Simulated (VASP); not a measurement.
MgTi3 (space group P-6m2): computed properties

The numbers are results of PBEsol GGA, VASP's PBE PAW potentials (set 64) (plane waves; VASP), not measurements.

For MgTi3, the space group is P-6m2 (187) and the cell is a = 2.9143 Å, b = 2.9143 Å, c = 9.6047 Å, α = 90.00°, β = 90.00°, γ = 120.00°. The volume per atom comes out as 17.66 Å^3/atom. The band gap (over mesh and band path) is none (metal, semimetal or under 0.01 eV) and the density comes out as 3.95 g/cm³.

Space group P-6m2 (No. 187); a = b = 2.914 Å, c = 9.605 Å, α = β = 90.00°, γ = 120.00°

```json
[
 {"atom": "Mg", "site": "1f", "symmetry": "-6m2", "x": "0.6667", "y": "0.3333", "z": "0.5000"},
 {"atom": "Ti", "site": "1e", "symmetry": "-6m2", "x": "0.6667", "y": "0.3333", "z": "0.0000"},
 {"atom": "Ti", "site": "2g", "symmetry": "3m.", "x": "0.0000", "y": "0.0000", "z": "0.2322"}
]
```

The structure comes from a computed database's MgTi3 entry (P-6m2); how it stands against other phases isn't given here. It was relaxed first. Symmetry was kept, so distortions that lower it aren't found.
